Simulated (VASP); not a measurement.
Given:

```
CELL_PARAMETERS angstrom
      0.00000     3.29129     3.29129
      3.29129     0.00000     3.29129
      3.29129     3.29129     0.00000
ATOMIC_POSITIONS crystal
  Na 0.25000 0.25000 0.25000
  Na 0.75000 0.75000 0.75000
  S  0.00000 0.00000 0.00000
```

Computed with TPSS meta-GGA, VASP's PBE PAW potentials (set 64) (plane waves; VASP). Numerical set-up: 520 eV cut-off, 7×7×7 Γ-centred mesh, tetrahedra with Blöchl corrections, potentials Na_pv S.

**Question.** Predict the energy per atom (σ→0), band gap (over mesh and band path) with the smallest direct gap where there is one.

**Answer.** 
band gap (over mesh and band path): 2.65 eV
smallest direct gap (over mesh and band path): 2.65 eV
energy per atom (σ→0): -712.7 kJ/mol-atom

Total energies compare only between runs with the same potentials, cut-off and functional.

The compound is Na2S in the antifluorite structure. It was relaxed first.
